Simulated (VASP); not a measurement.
Energy against volume of MgB₂ (AlB2 type). The numbers are results of PBE GGA with D3 dispersion (zero damping), VASP's PBE PAW potentials (set 64) (plane waves; VASP), not measurements. Settings: 520 eV cut-off, 11×11×9 Γ-centred mesh, first-order Methfessel-Paxton smearing of 0.10 eV, potentials Mg B.

Shape and ions are relaxed at each volume.

```json
[
 {"V (Å³/atom)": "8.778", "E (eV/atom)": "-5.28618"},
 {"V (Å³/atom)": "9.058", "E (eV/atom)": "-5.29991"},
 {"V (Å³/atom)": "9.338", "E (eV/atom)": "-5.30466"},
 {"V (Å³/atom)": "9.618", "E (eV/atom)": "-5.30156"}
]
```

Q: Fit these four points and predict the energy of the run at 9.898 Å³/atom.

A: A cubic in V^(−2/3), the third-order Birch-Murnaghan form, passes through the four points with V0 = 9.36 Å³/atom and B0 = 148 GPa, and gives -5.2916 eV/atom there. The run gave -5.2916 eV/atom, -0.0 meV/atom from the fit; all five points give B0 = 148 GPa.

The compound is MgB2 in the AlB2 type structure. It was relaxed first.
